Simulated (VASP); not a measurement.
These are PBE GGA, VASP's PBE PAW potentials (set 64) (plane waves; VASP) values and carry that method's errors.

A VASP calculation is set up with these files.

### POSCAR
```
BP
1
    0.0000000000     2.2731460608     2.2731460608
    2.2731460608     0.0000000000     2.2731460608
    2.2731460608     2.2731460608     0.0000000000
B P
1 1
Direct
  0.0000000000   0.0000000000   0.0000000000
  0.2500000000   0.2500000000   0.2500000000
```

File KPOINTS:
```
K-points
0
G
 10 10 10
```

INCAR:
```
! general
SYSTEM  =  BP
PREC    =  Accurate
ENCUT   =  600
LREAL   =  .False.
LASPH   =  .True.

! electronic loop
EDIFF   =  1E-7
NELM    =  100
ALGO    =  Normal

! smearing
ISMEAR  =  0
SIGMA   =  0.05

! functional
GGA     =  PE

! ions
ISIF    =  2

! output
LWAVE   =  .False.
LCHARG  =  .False.
```

POTCAR, in this order: B P (PBE.64 set). Program: vasp_std.

**Question.** Estimate the energy per atom (σ→0).

**Answer.** 
- energy per atom (σ→0): -6.466 eV/atom

File OSZICAR:
```
...
DAV:   7    -0.129400237176E+02    0.89098E-01   -0.25426E-01  1136   0.308E+00    0.129E+00
DAV:   8    -0.129319705367E+02    0.80532E-02   -0.28215E-02   832   0.116E+00    0.213E-01
DAV:   9    -0.129322779891E+02   -0.30745E-03   -0.50303E-04  1056   0.206E-01    0.120E-01
DAV:  10    -0.129324744058E+02   -0.19642E-03   -0.28857E-04   848   0.134E-01    0.261E-02
DAV:  11    -0.129324853182E+02   -0.10912E-04   -0.13827E-05  1072   0.325E-02    0.316E-02
DAV:  12    -0.129324860980E+02   -0.77979E-06   -0.32666E-06   800   0.118E-02    0.638E-03
DAV:  13    -0.129324860481E+02    0.49911E-07   -0.73296E-08   672   0.239E-03
   1 F= -.12932486E+02 E0= -.12932486E+02  d E =-.222741E-14
```

The compound is BP in the zinc blende structure. It was relaxed first.
